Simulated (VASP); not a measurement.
Method: rev-vdW-DF2, VASP's PBE PAW potentials (set 64) (plane waves; VASP).

The input files of a VASP run:

File KPOINTS:
```
Automatic mesh
0
Gamma
12 12 10
0 0 0
```

**INCAR**
```
SYSTEM = ZrB2
PREC = Accurate; ENCUT = 520; LREAL = .FALSE.
LASPH = .TRUE.
EDIFF = 1E-7; NELM = 100; ALGO = Normal
LMAXMIX = 4
ISMEAR = -5
GGA = MK; LUSE_VDW = .TRUE.; AGGAC = 0.0
PARAM1 = 0.1234568; PARAM2 = 0.7114; ZAB_VDW = -1.8867
ISIF = 2
LWAVE = .FALSE.; LCHARG = .TRUE.; LORBIT = 11
NEDOS = 601
LEFG = .TRUE.
```

POSCAR:
```
ZrB2
3.1625660
  0.4999999977  -0.8660255474   0.0000000000
  0.4999999977   0.8660255474   0.0000000000
  0.0000000000   0.0000000000   1.1195928453
Zr B
1 2
Cart
  0.0000000000   0.0000000000   1.1195928453
  0.4999999977   0.2886757598   0.5597964227
  0.4999999977  -0.2886757598   0.5597964227
```

POTCAR, in this order: Zr_sv B (PBE.64 set). Program: vasp_std.

Problem. What does the run give for the energy per atom (σ→0), band gap (on the k-mesh)?

Solution. 
```
Property                                                     Value
------------------------  ----------------------------------------
energy per atom (σ→0)                               -7.241 eV/atom
band gap (on the k-mesh)  none (metal, semimetal or under 0.01 eV)
```

**OSZICAR**
```
...
DAV:   9    -0.217233105512E+02    0.38367E-02   -0.19027E-02  3735   0.114E+00    0.139E-01
DAV:  10    -0.217233096436E+02    0.90765E-06   -0.95361E-04  3745   0.283E-01    0.451E-02
DAV:  11    -0.217233161703E+02   -0.65268E-05   -0.30592E-05  3771   0.643E-02    0.156E-02
DAV:  12    -0.217233210585E+02   -0.48882E-05   -0.32273E-06  3835   0.199E-02    0.345E-03
DAV:  13    -0.217233223941E+02   -0.13356E-05   -0.43313E-07  3705   0.597E-03    0.141E-03
DAV:  14    -0.217233220546E+02    0.33948E-06   -0.27514E-08  1872   0.186E-03    0.420E-04
DAV:  15    -0.217233220341E+02    0.20512E-07   -0.35878E-09  1772   0.699E-04
   1 F= -.21723322E+02 E0= -.21723322E+02  d E =0.000000E+00
```

The compound is ZrB2 in the AlB2 type structure. It was relaxed first.
